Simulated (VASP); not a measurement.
Given:

```xyz
1
Lattice="-2.6400 2.6400 2.6400 2.6400 -2.6400 2.6400 2.6400 2.6400 -2.6400" Properties=species:S:1:pos:R:3 pbc="T T T"
K      0.0000     0.0000     0.0000
```

Computed with rev-vdW-DF2, VASP's PBE PAW potentials (set 64) (plane waves; VASP 6.6.1). Settings: 520 eV cut-off, 9×9×9 Γ-centred mesh, first-order Methfessel-Paxton smearing of 0.10 eV, potentials K_sv.

Energy and stress use the plane-wave basis of the starting cell.

Task: The ions, cell shape and volume are relaxed. Give the cell that the relaxation ends in.

Result: 
```xyz
1
Lattice="-2.5990 2.5990 2.5990 2.5990 -2.5990 2.5990 2.5990 2.5990 -2.5990" Properties=species:S:1:pos:R:3 pbc="T T T"
K      2.5990    -2.5990     2.5990
```
Space group Im-3m (229), at a tolerance of 0.03 Å.

Task: How do energy and volume change from the first to the last step?

Result: The energy (σ→0) changes by -1.9 meV/atom and the volume by -4.6 %, in 4 ionic steps.

The compound is K in the bcc structure. This run relaxes it. Symmetry was kept, so distortions that lower it aren't found.
